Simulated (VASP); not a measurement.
Input:

```
BaZrO3
1.0
    4.21352     0.00000     0.00000
    0.00000     4.21352     0.00000
    0.00000     0.00000     4.21352
Ba Zr O
1 1 3
Cartesian
  0.00000   0.00000   0.00000
  2.10676   2.10676   2.10676
  2.10676   0.00000   2.10676
  0.00000   2.10676   2.10676
  2.10676   2.10676   0.00000
```

Computed with rev-vdW-DF2, VASP's PBE PAW potentials (set 64) (plane waves; VASP). Numerical set-up: 520 eV cut-off, 5×5×5 Γ-centred mesh, Gaussian smearing of 0.050 eV, potentials Ba_sv Zr_sv O.

### Question
Estimate the energy per atom (σ→0).

### Answer

* **energy per atom (σ→0)**: -6.821 eV/atom

Total energies compare only between runs with the same potentials, cut-off and functional.

The compound is BaZrO3 in the cubic perovskite structure. It was relaxed first.
